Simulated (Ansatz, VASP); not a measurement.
# Cross-check of Al2O3 (Al2O3 (R-3c)) between VASP and Ansatz, part 2 of 2

Wanted: the spread between two codes on one cell, functional and k mesh. The cell is taken from a series of runs on this material, whose earlier steps may have relaxed, scaled, displaced or heated it; both programs get it as it stands.

VASP 6.6.1 and Ansatz 0.2.0.

So far. Step 2 (VASP: single point, PBE0): The run ends at a pressure of -8.39 GPa, with forces up to 0.017 eV/Å.

## (3) Ansatz: single point, PBE0

Level of this step: Ansatz beside VASP: Kohn-Sham DFT, plane waves, PBE0 (Ansatz).

Ansatz runs on its default PAW (the set named soft_2) files.

The same cell, functional, mesh and smearing now go to Ansatz.

File input.yaml:

```yaml
crystal:
  lattice:
    - [4.808560066395, -2.886751487322e-09, 0.0]
    - [-2.404280030698, 4.164335174565, 0.0]
    - [0.0, 0.0, 13.12487176]
  atoms:
    - { symbol: Al, position: [9.168737062798e-21, -2.263949004876e-21, 0.6478709500843] }
    - { symbol: Al, position: [0.3333333333333, 0.6666666666667, 0.314537616751] }
    - { symbol: Al, position: [0.6666666666667, 0.3333333333333, 0.9812042834176] }
    - { symbol: Al, position: [9.168737062184e-21, -3.149462412758e-21, 0.8521290499157] }
    - { symbol: Al, position: [0.3333333333333, 0.6666666666667, 0.5187957165824] }
    - { symbol: Al, position: [0.6666666666667, 0.3333333333333, 0.185462383249] }
    - { symbol: Al, position: [9.168737062798e-21, -2.263949004876e-21, 0.1478709500843] }
    - { symbol: Al, position: [0.3333333333333, 0.6666666666667, 0.814537616751] }
    - { symbol: Al, position: [0.6666666666667, 0.3333333333333, 0.4812042834176] }
    - { symbol: Al, position: [9.168737062184e-21, -3.149462412758e-21, 0.3521290499157] }
    - { symbol: Al, position: [0.3333333333333, 0.6666666666667, 0.01879571658238] }
    - { symbol: Al, position: [0.6666666666667, 0.3333333333333, 0.685462383249] }
    - { symbol: O, position: [0.02730653315598, 0.6666666666667, 0.4166666666667] }
    - { symbol: O, position: [0.3606398664893, 0.3333333333333, 0.08333333333333] }
    - { symbol: O, position: [0.6939731998226, -6.433397214131e-22, 0.75] }
    - { symbol: O, position: [0.02730653315598, 0.3606398664893, 0.9166666666667] }
    - { symbol: O, position: [0.3606398664893, 0.02730653315598, 0.5833333333333] }
    - { symbol: O, position: [0.6939731998226, 0.6939731998226, 0.25] }
    - { symbol: O, position: [0.3060268001774, 0.3060268001774, 0.75] }
    - { symbol: O, position: [0.6393601335107, 0.972693466844, 0.4166666666667] }
    - { symbol: O, position: [0.972693466844, 0.6393601335107, 0.08333333333333] }
    - { symbol: O, position: [0.0, 0.6939731998226, 0.75] }
    - { symbol: O, position: [0.3333333333333, 0.3606398664893, 0.4166666666667] }
    - { symbol: O, position: [0.6666666666667, 0.02730653315598, 0.08333333333333] }
    - { symbol: O, position: [2.775557561563e-17, 0.3060268001774, 0.25] }
    - { symbol: O, position: [0.3333333333333, 0.972693466844, 0.9166666666667] }
    - { symbol: O, position: [0.6666666666667, 0.6393601335107, 0.5833333333333] }
    - { symbol: O, position: [0.3060268001774, -4.769885303499e-21, 0.25] }
    - { symbol: O, position: [0.6393601335107, 0.6666666666667, 0.9166666666667] }
    - { symbol: O, position: [0.972693466844, 0.3333333333333, 0.5833333333333] }
basis:
  ecutwfc: 420.0
  ecutrho_ratio: 4
  xc_grid: 2
  fft_grid_basis: typed
  precision: f64
kpoints:
  mp_grid: { grid: [2, 2, 1] }
  band_path: { path: [VBM, CBM], npoints: 1 }
hamiltonian:
  xc: pbe0
  pseudopotentials: { kind: paw }
scf:
  max_iter: 60
  occupations: { method: fermi_dirac, width: 0.01 }
output:
  forces: true
checkpoint:
  write: "../host.hyb.run"
  compress: false
  write_wavefunctions: true
  write_every: 100000
```

Run with:

```sh
ansatz run input.yaml --threads 32 --pin off --max-ram 131891MiB --backend cuda --events-out ev --progress --plain --runs-dir out
```

Numbers of over 12 decimals in the logs are rounded to 6 here.

The log of the run:

```text
Engine: ansatz 0.2.0, aarch64-unknown-linux-gnu
Pseudopotentials: kind: paw
Pseudopotential: Al, paw, valence charge 3, recommended cutoff 420 eV (normal), Al.paw.azcp
Pseudopotential: O, paw, valence charge 6, recommended cutoff 420 eV (normal), O.paw.azcp
Functional definition: PBE0
  parameter a = 0.25
  parameter kappa = 0.804
  parameter beta = 0.066725
  exchange = (1 - a)*pbe_x(kappa = kappa, mu = beta*pi^2/3) + a*exact_x
  correlation = pbe_c(beta = beta)
device memory: the entry about to start is reckoned to put 3.3 GiB on a device that reports 183.5 GiB free
GPU FFT provider: cuFFT
GPU libraries: cuBLAS 13.8.1, cuFFT 12.4.0, cuSOLVER 12.3.2
Crystal: 30 atoms, lattice volume = 262.818 Å³
Basis set: ecut = 420 eV, 5107 PW (Γ), exchange–correlation on 72×72×180 points (8 copies of the dense FFT grid, shifted against one another)
Bands: 102, of which v1, the nominal top of the filled ones, is band 72 counted from 1 (71 counted from 0)
Symmetry: 36 space group operations
Space group: R-3c (ITA 167), of the structure as read, at distance tolerance 6.4e-5 Å
k-points: 2 of 4
Non-local potential: Al, projectors of the file, l = 0: 2, l = 1: 2, l = 2: 1
Non-local potential: O, projectors of the file, l = 0: 2, l = 1: 2, l = 2: 1
PAW form: soft (Blöchl's): semilocal exchange-correlation on the pseudo side does not see the compensation charge
PAW frozen core: Al, regenerated for the run's functional, and the local potential with it (the file was generated under x = pbe(κ = 0.804, μ = 0.219515), c = pbe(β = 0.066725))
PAW frozen core: O, regenerated for the run's functional, and the local potential with it (the file was generated under x = pbe(κ = 0.804, μ = 0.219515), c = pbe(β = 0.066725))
PAW one-centre angular grid: Al, 110 points (default); XC on 64 Gauss nodes
PAW one-centre angular grid: O, 110 points (default); XC on 64 Gauss nodes
Initial density: superposition of atomic densities (neutral atoms: chi_scale 0, normalization atom), corrected by the library's trained network
Initial wavefunctions: pseudopotential atomic-orbital guess
GPU buffer pool allocated for 116640 grid points (all kernels)
GPU transforms: local potential and band sums: pruned to the plane-wave sphere, on 36×36×90
Functional: x = pbe(κ = 0.804, μ = 0.219515), c = pbe(β = 0.066725), warm-up for x = 0.75 pbe(κ = 0.804, μ = 0.219515) + 0.25 exact, c = pbe(β = 0.066725)
SCF iter   1: F=—  HF=-16708.741491 eV  |Δ(HF+E_count)|=         —  Δρ=1.54e-3  dr2=2.51e-3  Hψ=1498
preconditioner: auto → none  [insulator: Δε(μ)=5.857 eV  Ē_g=17.246 eV  σ=0.010 eV  W_gap=1.00  n_scr=64 (ndim 8)  ℏωp=27.5 eV  f_vac=0.000  D(μ)=0.00/eV (n_scr^D=0)]
SCF iter   2: F=-16708.747692 eV  HF=-16708.746008 eV  |Δ(HF+E_count)|=   4.52e-3  Δρ=7.68e-4  dr2=3.52e-4  Hψ=764
SCF 1 stopped early in 2 iterations: F = -16708.747692 eV  dr2 = 3.52e-4
  greatest PAW one-centre occupation: 0.858 electrons in one spin orbital (limit 2), on the O atom at site 29 (counted from 0), in its partial waves of l = 0
device memory: the entry about to start is reckoned to put 4.2 GiB (of the 4.3 GiB reckoned in all, the device holds 0.1 GiB already) on a device that reports 183.4 GiB free
GPU FFT provider: cuFFT
GPU libraries: cuBLAS 13.8.1, cuFFT 12.4.0, cuSOLVER 12.3.2
Initial density: handed on by an earlier stage of this run
Initial wavefunctions: those handed on with the density
GPU buffer pool allocated for 116640 grid points (all kernels)
GPU transforms: local potential and band sums: pruned to the plane-wave sphere, on 36×36×90
Functional: x = 0.75 pbe(κ = 0.804, μ = 0.219515) + 0.25 exact, c = pbe(β = 0.066725)
Exchange kernel: α = 0.2500, full range, Wigner–Seitz truncation, v(0) = 3503.7252 eV·Å³, q-mesh 2×2×1, nearest image of the exchange supercell L = 9.62 Å, pair-density grid 27×27×72, without the augmentation charges, whose exchange is taken in its separable form by FFT convolution over the k-point mesh (sized by the pseudopotential files, 30×30×90 at the most), smooth part of the exact exchange by density-matrix con
Frozen-core exchange: fock
SCF iter   1: F=—  HF=-16716.320152 eV  |Δ(HF+E_count)|=         —  Δρ=7.23e-3  dr2=7.85e-2  Hψ=1033
preconditioner: auto → none  [insulator: Δε(μ)=8.430 eV  Ē_g=20.576 eV  σ=0.010 eV  W_gap=1.00  n_scr=64 (ndim 8)  ℏωp=27.5 eV  f_vac=0.000  D(μ)=0.00/eV (n_scr^D=0)]
SCF iter   2: F=—  HF=-16716.289911 eV  |Δ(HF+E_count)|=   3.02e-2  Δρ=3.82e-3  dr2=1.85e-2  Hψ=721
SCF iter   3: F=—  HF=-16716.339232 eV  |Δ(HF+E_count)|=   4.93e-2  Δρ=1.62e-3  dr2=7.35e-3  Hψ=679
SCF iter   4: F=—  HF=-16716.336969 eV  |Δ(HF+E_count)|=   2.26e-3  Δρ=4.22e-4  dr2=4.50e-4  Hψ=647
iter 5 solved again at ethr=1.54e-8 eV; its pass at ethr=2.61e-7 eV (dr2=2.22e-5 eV) is discarded
SCF iter   5: F=—  HF=-16716.337483 eV  |Δ(HF+E_count)|=   5.14e-4  Δρ=1.06e-4  dr2=3.26e-5  Hψ=888
SCF iter   6: F=-16716.337483 eV  HF=-16716.337483 eV  |Δ(HF+E_count)|=   1.39e-7  Δρ=3.73e-5  dr2=1.27e-5  Hψ=348
SCF 2 stopped early in 6 iterations: F = -16716.337483 eV  dr2 = 1.27e-5
  Residual-converged pass: ⟨swp⟩=4.0  Hψ=512  notcnv=0  max |occ|·‖R‖ = 6.6e-6 eV (tolerance 6.7e-6 eV)  dr2=1.25e-5  dr2_onsite=3.28e-7  max |Δocc| = 0.0e0
  greatest PAW one-centre occupation: 0.861 electrons in one spin orbital (limit 2), on the O atom at site 26 (counted from 0), in its partial waves of l = 0
hybrid outer 1: dexx = +6.117e-2 eV, tail = 9.62e-5 eV
GPU FFT provider: cuFFT
GPU libraries: cuBLAS 13.8.1, cuFFT 12.4.0, cuSOLVER 12.3.2
GPU buffer pool allocated for 116640 grid points (all kernels)
GPU transforms: local potential and band sums: pruned to the plane-wave sphere, on 36×36×90
Exchange kernel: α = 0.2500, full range, Wigner–Seitz truncation, v(0) = 3503.7252 eV·Å³, q-mesh 2×2×1, nearest image of the exchange supercell L = 9.62 Å, pair-density grid 27×27×72, without the augmentation charges, whose exchange is taken in its separable form by FFT convolution over the k-point mesh (sized by the pseudopotential files, 30×30×90 at the most), smooth part of the exact exchange by density-matrix con
Frozen-core exchange: fock
SCF iter   1: F=—  HF=-16716.338123 eV  |Δ(HF+E_count)|=         —  Δρ=7.14e-5  dr2=1.25e-5  Hψ=511
preconditioner: auto → none  [insulator: Δε(μ)=8.456 eV  Ē_g=20.565 eV  σ=0.010 eV  W_gap=1.00  n_scr=64 (ndim 8)  ℏωp=27.5 eV  f_vac=0.000  D(μ)=0.00/eV (n_scr^D=0)]
SCF iter   2: F=—  HF=-16716.338119 eV  |Δ(HF+E_count)|=   3.32e-6  Δρ=1.93e-5  dr2=7.32e-7  Hψ=440
SCF iter   3: F=-16716.338121 eV  HF=-16716.338121 eV  |Δ(HF+E_count)|=   1.42e-6  Δρ=5.85e-6  dr2=2.42e-8  Hψ=585
SCF 3 converged in 3 iterations: F = -16716.338121 eV  dr2 = 2.42e-8
  Residual-converged pass: ⟨swp⟩=3.0  Hψ=462  notcnv=0  max |occ|·‖R‖ = 1.6e-6 eV (tolerance 1.7e-6 eV)  dr2=2.44e-8  dr2_onsite=6.52e-9  max |Δocc| = 0.0e0
  greatest PAW one-centre occupation: 0.861 electrons in one spin orbital (limit 2), on the O atom at site 29 (counted from 0), in its partial waves of l = 0
hybrid outer 2: dexx = +1.624e-6 eV, tail = 8.77e-8 eV, Δε = 2.10e-3 eV (about 7.47e-5 eV left of the loop's levels), ΔF = 2.64e-3 eV/Å (tail 2.67e-4)
device memory: the entry about to start is reckoned to put 2.0 GiB on a device that reports 183.5 GiB free
NSCF: frozen V_eff on 34 k-points
device memory: the entry about to start is reckoned to put 2.0 GiB on a device that reports 183.5 GiB free
NSCF: frozen V_eff on 34 k-points
device memory: the entry about to start is reckoned to put 2.0 GiB on a device that reports 183.5 GiB free
NSCF: frozen V_eff on 34 k-points
device memory: the entry about to start is reckoned to put 1.7 GiB on a device that reports 183.5 GiB free
NSCF: frozen V_eff on 9 k-points
device memory: the entry about to start is reckoned to put 1.6 GiB on a device that reports 183.5 GiB free
NSCF: frozen V_eff on 4 k-points
device memory: the entry about to start is reckoned to put 1.6 GiB on a device that reports 183.5 GiB free
NSCF: frozen V_eff on 4 k-points
device memory: the entry about to start is reckoned to put 1.6 GiB on a device that reports 183.5 GiB free
NSCF: frozen V_eff on 4 k-points
device memory: the entry about to start is reckoned to put 1.6 GiB on a device that reports 183.5 GiB free
NSCF: frozen V_eff on 4 k-points
device memory: the entry about to start is reckoned to put 1.6 GiB on a device that reports 183.5 GiB free
NSCF: frozen V_eff on 2 k-points
hybrid SCF converged: 2 outer / 9 inner (+2 warm-up), last move |dexx| = 1.62e-6 eV, tail = 8.77e-8 eV
Stability not checked: this state was not tested for a lower state beside it, because the functional holds exact exchange (a hybrid, or Hartree-Fock), whose exchange loop this test does not read (fock_operator; see scf.lower_state_search)
Free energy (F): -16716.338121 eV
Frozen-core exchange: fock
Harris-Foulkes:  -16716.338121 eV  (|F-HF|=1.33e-8)
Internal energy: -16716.338121 eV  (E = F + TS)
E sigma→0 (E₀):  -16716.338121 eV
Fermi energy:    9.924283 eV
--- Per-component energies (eV) ---
  E_band       = -157.924476
  E_kinetic    = 3553.176448
  E_local      = -6031.427282  (includes V_loc(G=0)·N_el)
  E_nonlocal   = 947.165230
  E_hartree    = 2243.129320
  E_xc         = -1421.048401
  E_vxc        = -1615.120533  (∫ρ·V_xc dr)
  E_exx        = -467.222552  (= α·E_x^exact, valence–valence)
  E_paw        = -8419.357946  (= ΣΔE_a)
  E_vpaw       = -563.570765  (= ΣTr[D̂ρ^β])
  E_aug_tail   = 0.045079  (compensation charges beyond the density's cutoff)
  E_ewald      = -7119.813448
  E_core_change = -0.984554  (= ΣΔE_core)
  E_smearing   = -0.000000  (= −TS)
  E_closure    = -0.000012  (closes the sum)
  Σ components = -16716.338121   (vs F -16716.338121, Δ=0.00e0)
--- Forces (eV/Å), atoms counted from 1 ---
  atom   1  Al     0.00000000     0.00000000     0.02674396
  atom   2  Al     0.00000000     0.00000000     0.02674396
  atom   3  Al     0.00000000     0.00000000     0.02674396
  atom   4  Al     0.00000000     0.00000000    -0.02674396
  atom   5  Al     0.00000000     0.00000000    -0.02674396
  atom   6  Al     0.00000000     0.00000000    -0.02674396
  [... 24 more lines of this table ...]
  max |Σ_I F_I| component: 1.04e-17 eV/Å
--- Band table (eV) ---
  k-point 0: bands = ["-14.9524", "-14.4787", "-14.4787", "-13.3465", "-13.3465", "-12.6331", "-12.3565", "-12.3565", "-12.2905", "-12.2905", "-12.2905", "-12.2905", "-12.1312", "-12.1312", "-12.1312"
  k-point 1: bands = ["-13.9043", "-13.9043", "-13.7825", "-13.5342", "-13.5342", "-13.1145", "-12.9044", "-12.7212", "-12.5818", "-12.5818", "-12.5113", "-12.5113", "-12.4721", "-12.2100", "-12.2100"
  guard bands above this table: 10 of the run's 102 bands. The solve was not asked for them (output.publish_guard_bands: true or output.eigenvalues: true publishes all)
```

## (4) Side by side

Known differences besides the potentials themselves: exact exchange at q = 0 is treated differently, which shows on coarse meshes; VASP keeps PBE cores, Ansatz makes them for the functional; the cutoff is 420 eV in Ansatz and 520 eV in VASP (PREC = Accurate, projectors in real space); VASP takes a coarser grid for exact exchange (PRECFOCK = Fast). Total energies have different zeros and are not compared.

The two programs side by side:

```
              quantity  Ansatz   VASP  difference
gap on the k mesh (eV)   8.455  8.462      -0.007
```

At this near-relaxed geometry the largest component of a force difference is 19 meV/Å. A gap on the mesh is an upper bound, since the band edges may lie between its points.

## (5) Results

* difference in gap on the k mesh (single point, PBE0): -0.0074 eV

The difference in gap on the k mesh is -0.0074 eV (single point, PBE0), within the 0.08 eV picked in this series as the mark of a large difference. How closely two codes agree says nothing of how well the functional describes the real material.

[Lines on the potential files, build, host, timing and source positions are cut from VASP's logs without a mark.]

[Logs are printed without paths, hosts, clocks, repeated set-up lines and the standing remarks that a program may print on its own settings, such as how far it seeks lower states.]

[Hosts, paths, dates, database ids (printed as entryN), source tags and the programs' standing remarks are cut or masked in the printed files.]
